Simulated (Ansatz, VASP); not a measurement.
# GdSi2Rh2 in two plane-wave programs, part 2 of 3

Wanted: the spread between two codes on one cell, functional and k mesh. The cell is taken from a series of VASP runs on this material, whose earlier steps may have relaxed, scaled or displaced it; both programs get it as it stands.

VASP 6.6.1 and Ansatz 0.2.0.

So far. Step 2 (Ansatz: single point, LDA, DFT+U): The run ends at a pressure of 2.32 GPa, with forces up to 0.16 eV/Å.

### Step 3. VASP: single point, LDA, DFT+U

Level of this step: LDA, DFT+U (Gd f 7 eV, Rh d 4 eV), spin-polarised from a ferromagnetic start; plane waves and PAW (Gd, Si, Rh_pv) (VASP).

The same cell, functional (in two slightly different forms), mesh and smearing now go to VASP, with its own data sets and cutoff.

Lines of VASP's logs that name or quote its potential files are left out, and so is its time.

The input, INCAR:

```
SYSTEM = GdSi2Rh2
PREC = Accurate
ENCUT = 450
EDIFF = 1E-06
NELM = 150
ISMEAR = 1
SIGMA = 0.2
LREAL = .FALSE.
ALGO = Normal
GGA = CA
NBANDS = 37
ISPIN = 2
MAGMOM = 7 0 0 0.6 0.6
LDAU = .TRUE.
LDAUTYPE = 2
LDAUL = 3 -1 2
LDAUU = 7 0 4
LDAUJ = 0 0 0
LDAUPRINT = 1
LASPH = .TRUE.
LMAXMIX = 6
AMIX = 0.2
BMIX = 1E-04
AMIX_MAG = 0.8
BMIX_MAG = 1E-04
LORBIT = 11
LWAVE = .FALSE.
LCHARG = .TRUE.
ISIF = 2
LELF = .TRUE.
LVHAR = .TRUE.
```

The input, POSCAR:

```
GdSi2Rh2
1.0
   -1.9920775100      1.9920775100      4.9248211140
    1.9920775100     -1.9920775100      4.9248211140
    1.9920775100      1.9920775100     -4.9248211140
Gd Si Rh
1 2 2
Direct
    0.0000000000      0.0000000000      0.0000000000
    0.6239707304      0.6239707304      0.0000000000
    0.3760292696      0.3760292696      0.0000000000
    0.7500000000      0.2500000000      0.5000000000
    0.2500000000      0.7500000000      0.5000000000
```

The input, KPOINTS:

```
Automatic mesh
0
Gamma
7 7 7
0 0 0
```

Potentials, in the order of the species: Gd, Si and Rh_pv (PBE family, release 64).

On the command line:

```sh
> mpirun -np 4 vasp_std
```

Numbers of over 12 decimals in the logs are rounded to 6 here.

The program printed:

```text
[banner, memory and clock lines left out]
running    4 mpi-ranks, on    1 nodes
 distrk:  each k-point on    4 cores,    1 groups
 distr:  one band on    1 cores,    4 groups

 POSCAR found type information on POSCAR GdSiRh
 POSCAR found :  3 types and       5 ions
|                                                                             |
|               ----> ADVICE to this user running VASP <----                  |
|                                                                             |
|     You enforced a specific xc type in the INCAR file but a different       |
|     [... a line on the potential file left out ...]
|     I HOPE YOU KNOW WHAT YOU ARE DOING!                                     |
|                                                                             |

 LDA part: xc-table for (Slater(with rela. corr.)+CA(PZ))
 , standard interpolation
|                                                                             |
|           W    W    AA    RRRRR   N    N  II  N    N   GGGG   !!!           |
|           W    W   A  A   R    R  NN   N  II  NN   N  G    G  !!!           |
|           W    W  A    A  R    R  N N  N  II  N N  N  G       !!!           |
|           W WW W  AAAAAA  RRRRR   N  N N  II  N  N N  G  GGG   !            |
|           WW  WW  A    A  R   R   N   NN  II  N   NN  G    G                |
|           W    W  A    A  R    R  N    N  II  N    N   GGGG   !!!           |
|                                                                             |
|     The number of bands has been changed from the values supplied in        |
|     The orbitals not found in the WAVECAR file will be initialized with     |
|     random numbers, which is usually adequate. For correlated               |
|     calculations, however, you should redo the groundstate calculation.     |
|     I found NBANDS = 37. Now, NBANDS = 40.                                  |
|                                                                             |

 POSCAR, INCAR and KPOINTS ok, starting setup
 FFT: planning ... GRIDC
 FFT: planning ... GRID_SOFT
 FFT: planning ... GRID
 WAVECAR not read
 entering main loop
       N       E                     dE             d eps       ncg     rms          rms(c)
DAV:   1     0.452084774722E+03    0.45208E+03   -0.24561E+04 10200   0.554E+03
DAV:   2     0.783461471374E+01   -0.44425E+03   -0.40620E+03  9912   0.808E+02
DAV:   3    -0.310187172396E+02   -0.38853E+02   -0.37806E+02  9880   0.145E+02
DAV:   4    -0.340999529244E+02   -0.30812E+01   -0.30644E+01 12568   0.272E+01
DAV:   5    -0.342486533832E+02   -0.14870E+00   -0.14861E+00 10936   0.727E+00    0.482E+01
DAV:   6    -0.385513476209E+02   -0.43027E+01   -0.64142E+00  9080   0.105E+02    0.391E+01
DAV:   7    -0.388320147826E+02   -0.28067E+00   -0.17938E+00 10752   0.279E+01    0.372E+01
DAV:   8    -0.388389937195E+02   -0.69789E-02   -0.32696E-01 11176   0.448E+00    0.281E+01
DAV:   9    -0.388474808129E+02   -0.84871E-02   -0.23035E-01 10480   0.559E+00    0.139E+01
DAV:  10    -0.388522040642E+02   -0.47233E-02   -0.87952E-02 10584   0.280E+00    0.307E+00
DAV:  11    -0.388529086672E+02   -0.70460E-03   -0.87442E-03 10752   0.834E-01    0.201E+00
DAV:  12    -0.388537685565E+02   -0.85989E-03   -0.13324E-03 10832   0.389E-01    0.150E+00
DAV:  13    -0.388537281746E+02    0.40382E-04   -0.18933E-03  9520   0.589E-01    0.427E-01
DAV:  14    -0.388537788748E+02   -0.50700E-04   -0.36691E-04 11560   0.240E-01    0.112E-01
DAV:  15    -0.388537721015E+02    0.67733E-05   -0.10215E-04 11328   0.796E-02    0.107E-01
DAV:  16    -0.388537809721E+02   -0.88707E-05   -0.30889E-05 10424   0.462E-02    0.333E-02
DAV:  17    -0.388537851894E+02   -0.42173E-05   -0.50059E-06  8272   0.155E-02    0.224E-02
DAV:  18    -0.388537870197E+02   -0.18302E-05   -0.12105E-06  5344   0.159E-02    0.179E-02
DAV:  19    -0.388537885794E+02   -0.15598E-05   -0.21080E-06  6608   0.120E-02    0.776E-03
DAV:  20    -0.388537891939E+02   -0.61447E-06   -0.62591E-07  4624   0.125E-02
   1 F= -.38853789E+02 E0= -.38852374E+02  d E =-.424635E-02  mag=     7.2445
```

Parts of OUTCAR (step 3):

```text
ion  position               nearest neighbor table
   1  0.000  0.000  0.000-   2 3.07   2 3.07   2 3.07   3 3.07   2 3.07   3 3.07   3 3.07   3 3.07
                             5 3.17   4 3.17   5 3.17   4 3.17   4 3.17   4 3.17   5 3.17   5 3.17
   2  0.624  0.624  0.000-   5 2.35   4 2.35   4 2.35   5 2.35   3 2.44   1 3.07   1 3.07   1 3.07
                             1 3.07
   3  0.376  0.376  0.000-   4 2.35   5 2.35   5 2.35   4 2.35   2 2.44   1 3.07   1 3.07   1 3.07
                             1 3.07
   4  0.750  0.250  0.500-   3 2.35   2 2.35   3 2.35   2 2.35   5 2.82   5 2.82   5 2.82   5 2.82
                             1 3.17   1 3.17   1 3.17   1 3.17
   5  0.250  0.750  0.500-   3 2.35   2 2.35   3 2.35   2 2.35   4 2.82   4 2.82   4 2.82   4 2.82
                             1 3.17   1 3.17   1 3.17   1 3.17

  LATTYP: Found a body centered tetragonal cell.
 ALAT       =     3.9841550200
 C/A-ratio  =     2.4722035610

 Subroutine GETGRP returns: Found 16 space group operations
 (whereof 16 operations were pure point group operations)

The static configuration has the point symmetry D_4h.

 Found     40 irreducible k-points:

   k-points           NKPTS =     40   k-points in BZ     NKDIM =     40   number of bands    NBANDS=     40

   dimension x,y,z NGX =    40 NGY =   40 NGZ =   40
   dimension x,y,z NGXF=    80 NGYF=   80 NGZF=   80

   ENCUT  =  450.0 eV  33.07 Ry    5.75 a.u.   9.81  9.81  9.81*2*pi/ulx,y,z

   NELECT =      56.0000    total number of electrons

 k-points in reciprocal lattice and weights: Automatic mesh
   0.00000000  0.00000000  0.00000000       0.003
   0.14285714  0.00000000  0.00000000       0.023
   0.28571429  0.00000000  0.00000000       0.023
   0.42857143  0.00000000  0.00000000       0.023
   0.14285714  0.14285714  0.00000000       0.023
   0.28571429  0.14285714  0.00000000       0.047
   0.42857143  0.14285714  0.00000000       0.047
  -0.42857143  0.14285714  0.00000000       0.047
  -0.28571429  0.14285714  0.00000000       0.047
[...]
-0.42857143  0.42857143  0.42857143       0.012
  -0.42857143 -0.42857143  0.42857143       0.006

atom =   1  type =  1  l = 3

 onsite density matrix

spin component  1

  0.9902  0.0000  0.0002  0.0000 -0.0000 -0.0000 -0.0000
  0.0000  0.9905  0.0000  0.0000  0.0000  0.0000 -0.0000
  0.0002  0.0000  0.9908 -0.0000 -0.0000 -0.0000  0.0000
  0.0000  0.0000 -0.0000  0.9911  0.0000  0.0000  0.0000
 -0.0000  0.0000 -0.0000  0.0000  0.9908 -0.0000 -0.0002
 -0.0000  0.0000 -0.0000  0.0000 -0.0000  0.9910 -0.0000
 -0.0000 -0.0000  0.0000  0.0000 -0.0002 -0.0000  0.9902

spin component  2

  0.0027 -0.0000 -0.0006 -0.0000  0.0000  0.0000 -0.0000
 -0.0000  0.0030 -0.0000 -0.0000 -0.0000 -0.0000  0.0000
 -0.0006 -0.0000  0.0038  0.0000  0.0000  0.0000  0.0000
 -0.0000 -0.0000  0.0000  0.0030  0.0000 -0.0000  0.0000
  0.0000 -0.0000  0.0000  0.0000  0.0038  0.0000  0.0006
  0.0000 -0.0000  0.0000 -0.0000  0.0000  0.0045  0.0000
 -0.0000  0.0000  0.0000  0.0000  0.0006  0.0000  0.0027

 occupancies and eigenvectors

  o =  0.0025  v =  0.0000  0.0000  0.0000  0.0000  0.0000  0.0000  0.0000  0.9143 -0.0000  0.4051  0.0000 -0.0000 -0.0000  0.0000      0.0000  0.0000  0.0000  0.0000  0.0000  0.0000  0.0000  0.0000  0.0000  0.0000  0.0000  0.0000  0.0000  0.0000
  o =  0.0025  v =  0.0000  0.0000  0.0000  0.0000  0.0000  0.0000  0.0000  0.0000  0.0000  0.0000 -0.0000  0.4051  0.0000 -0.9143      0.0000  0.0000  0.0000  0.0000  0.0000  0.0000  0.0000  0.0000  0.0000  0.0000  0.0000  0.0000  0.0000  0.0000
[...]
o =  0.6444  v =  1.0000  0.0000  0.0000  0.0000  0.0000  0.0000  0.0000  0.0000  0.0000  0.0000      0.0000  0.0000  0.0000  0.0000  0.0000  0.0000  0.0000  0.0000  0.0000  0.0000
  o =  0.7324  v =  0.0000 -0.0000  1.0000  0.0000 -0.0000  0.0000  0.0000  0.0000  0.0000  0.0000      0.0000  0.0000  0.0000  0.0000  0.0000  0.0000  0.0000  0.0000  0.0000  0.0000
  o =  0.7363  v =  0.0000  0.0000  0.0000  0.0000  0.0000  0.0000  0.0000  1.0000  0.0000 -0.0000      0.0000  0.0000  0.0000  0.0000  0.0000  0.0000  0.0000  0.0000  0.0000  0.0000
  o =  0.7879  v =  0.0000  0.0000  0.0000  0.0000  0.0000  0.0000  0.2958 -0.0000  0.9552 -0.0000      0.0000  0.0000  0.0000  0.0000  0.0000  0.0000  0.0000  0.0000  0.0000  0.0000
  o =  0.7879  v =  0.0000  0.0000  0.0000  0.0000  0.0000  0.0000 -0.9552 -0.0000  0.2958 -0.0000      0.0000  0.0000  0.0000  0.0000  0.0000  0.0000  0.0000  0.0000  0.0000  0.0000
  o =  0.7906  v =  0.0000 -0.9354 -0.0000  0.3535  0.0000  0.0000  0.0000  0.0000  0.0000  0.0000      0.0000  0.0000  0.0000  0.0000  0.0000  0.0000  0.0000  0.0000  0.0000  0.0000
  o =  0.7906  v =  0.0000 -0.3535 -0.0000 -0.9354  0.0000  0.0000  0.0000  0.0000  0.0000  0.0000      0.0000  0.0000  0.0000  0.0000  0.0000  0.0000  0.0000  0.0000  0.0000  0.0000
  o =  0.8239  v =  0.0000  0.0000  0.0000  0.0000  0.0000  0.0000  0.0000 -0.0000 -0.0000 -1.0000      0.0000  0.0000  0.0000  0.0000  0.0000  0.0000  0.0000  0.0000  0.0000  0.0000
  o =  0.8244  v =  0.0000 -0.0000 -0.0000 -0.0000 -1.0000  0.0000  0.0000  0.0000  0.0000  0.0000      0.0000  0.0000  0.0000  0.0000  0.0000  0.0000  0.0000  0.0000  0.0000  0.0000

 average (electrostatic) potential at core
       1 -36.4448       2 -79.7525       3 -79.7525       4 -72.7655       5 -72.7655

 E-fermi :   8.8936

 spin component 1
 k-point     1 :       0.0000    0.0000    0.0000
  band No.  band energies     occupation
    ...
     28       6.8951      1.00000
     29       6.9421      1.00000
     30       7.8802      1.00000
     31       7.8802      1.00000
     32       8.0451      1.00000
     33       8.9906      0.13835
     34      11.3044     -0.00000
     35      11.3044     -0.00000
     36      11.5037     -0.00000
     37      12.8870     -0.00000
    ...

 k-point     2 :       0.1429    0.0000    0.0000
  band No.  band energies     occupation
    ...
     28       6.7373      1.00000
     29       7.0953      1.00000
     30       7.4307      1.00000
     31       7.6633      1.00000
     32       8.1331      1.00000
     33       9.3460     -0.00314
     34      10.1683     -0.00000
     35      10.9274     -0.00000
     36      13.0546      0.00000
     37      13.2514      0.00000
    ...

 k-point     3 :       0.2857    0.0000    0.0000
  band No.  band energies     occupation
    ...
     28       6.5213      1.00000
     29       6.6441      1.00000
     30       6.7895      1.00000
     31       7.3411      1.00000
     32       8.7674      0.93350
     33       9.0296      0.04726
     34      10.4756     -0.00000
     35      11.1523     -0.00000
     36      13.1021      0.00000
     37      13.6350      0.00000
    ...

 k-point     4 :       0.4286    0.0000    0.0000
  band No.  band energies     occupation
    ...
     28       5.8351      1.00000
     29       5.8573      1.00000
     30       6.4830      1.00000
     31       7.1298      1.00000
     32       8.6064      1.03038
     33      10.1533     -0.00000
     34      11.4849     -0.00000
     35      11.5591     -0.00000
     36      12.6540     -0.00000
     37      13.2227      0.00000
    ...

 k-point     5 :       0.1429    0.1429    0.0000
  band No.  band energies     occupation
    ...
     28       6.5860      1.00000
     29       6.9197      1.00000
     30       7.3650      1.00000
     31       7.9824      1.00000
     32       8.3998      1.00133
     33       9.4543     -0.00027
     34       9.6853     -0.00000
     35      12.0367     -0.00000
     36      12.3437     -0.00000
     37      13.3232      0.00000
    ...

 k-point     6 :       0.2857    0.1429    0.0000
  band No.  band energies     occupation
    ...
     28       6.1436      1.00000
     29       6.3097      1.00000
     30       7.0040      1.00000
     31       7.9151      1.00000
     32       8.7251      1.00018
     33       9.4399     -0.00039
     34      10.2750     -0.00000
     35      11.8364     -0.00000
     36      12.6321     -0.00000
     37      13.2012      0.00000
    ...

  Total       -0.0068071     -0.0068071     -0.0495242      0.0000000      0.0000000      0.0000000
  in kB       -0.1395116     -0.1395116     -1.0149987      0.0000000      0.0000000      0.0000000
  external PRESSURE =      -0.4313406 kB  Pullay stress =       0.0000000 kB

  energy-cutoff  :      450.00
  volume of cell :       78.17
      direct lattice vectors                 reciprocal lattice vectors
    -1.992077510  1.992077510  4.924821114     0.000000000  0.250994250  0.101526530
     1.992077510 -1.992077510  4.924821114     0.250994250  0.000000000  0.101526530
     1.992077510  1.992077510 -4.924821114     0.250994250  0.250994250  0.000000000

 POSITION                                       TOTAL-FORCE (eV/Angst)
 -----------------------------------------------------------------------------------
      0.00000      0.00000      0.00000        -0.000000     -0.000000     -0.000000
      0.00000      0.00000      6.14589        -0.000000     -0.000000     -0.009726
      0.00000      0.00000      3.70375         0.000000      0.000000      0.009726
     -0.00000      1.99208      2.46241        -0.000000     -0.000000     -0.000000
      1.99208     -0.00000      2.46241        -0.000000     -0.000000      0.000000
 -----------------------------------------------------------------------------------
    total drift:                                0.000000     -0.000000     -0.000000

  FREE ENERGIE OF THE ION-ELECTRON SYSTEM (eV)
  ---------------------------------------------------
  free  energy   TOTEN  =       -38.8537891939 eV

  energy  without entropy=      -38.8495428442  energy(sigma->0) =      -38.85237374

 total charge
# of ion       s       p       d       f       tot
--------------------------------------------------
    1        2.028   5.597   0.592   6.952  15.169
    2        0.757   0.911   0.000   0.000   1.669
    3        0.757   0.911   0.000   0.000   1.669
    4        0.389   6.356   7.492   0.000  14.237
    5        0.389   6.356   7.492   0.000  14.237
--------------------------------------------------
tot          4.321  20.132  15.576   6.952  46.980

 magnetization (x)
# of ion       s       p       d       f       tot
--------------------------------------------------
    1       -0.002  -0.060   0.093   6.906   6.936
    2       -0.004  -0.000   0.000   0.000  -0.004
    3       -0.004  -0.000   0.000   0.000  -0.004
    4       -0.002   0.001   0.011   0.000   0.010
    5       -0.002   0.001   0.011   0.000   0.010
--------------------------------------------------
tot         -0.014  -0.059   0.115   6.906   6.949

[... 6 further parts left out ...]
```

The cell holds one magnetic atom, so no antiferromagnetic order fits into it. Experiment finds antiferromagnetic order in this phase (below 107 K, arxiv:1612.00781), so this ferromagnetic run describes another state. With spin, VASP writes an ELF for each channel. The PAW data sets were made with PBE, a small mismatch for LDA.

### Step 4. Comparison

Known differences besides the potentials themselves: U acts on the PAW sphere in VASP and on atomic orbitals in Ansatz, so only states and trends compare; the two LDA forms differ slightly; the data sets hold 60 valence electrons in Ansatz (default PAW (the set named soft_2) files) and 56 in VASP; the cutoff is 420 eV in Ansatz and 450 eV in VASP; Ansatz makes its cores anew for this functional, VASP keeps those of its PBE data sets; VASP's log shows a relativistic correction to its local exchange, Ansatz's none; site moments are counted in spheres of each program's own size. Total energies have different zeros and are not compared.

The two programs side by side:

```csv
quantity,Ansatz,VASP,difference
pressure (GPa),2.32,-0.04,+2.36
pressure without Ansatz's Pulay correction (GPa),2.24,-0.04,+2.28
total moment (μB),7.27,7.24,+0.02
moment on Gd1 (μB),7.08,6.94,+0.15
```

At this near-relaxed geometry the largest component of a force difference is 152 meV/Å. Ansatz's pressure holds a Pulay correction of 0.08 GPa; VASP's holds none.

(Part 2 of 3 ends here.)

[Lines on the potential files, build, host, timing and source positions are cut from VASP's logs without a mark.]

[Logs are printed without paths, hosts, clocks, repeated set-up lines and the standing remarks that a program may print on its own settings, such as how far it seeks lower states.]

[Hosts, paths, dates, database ids (printed as entryN), source tags and the programs' standing remarks are cut or masked in the printed files.]
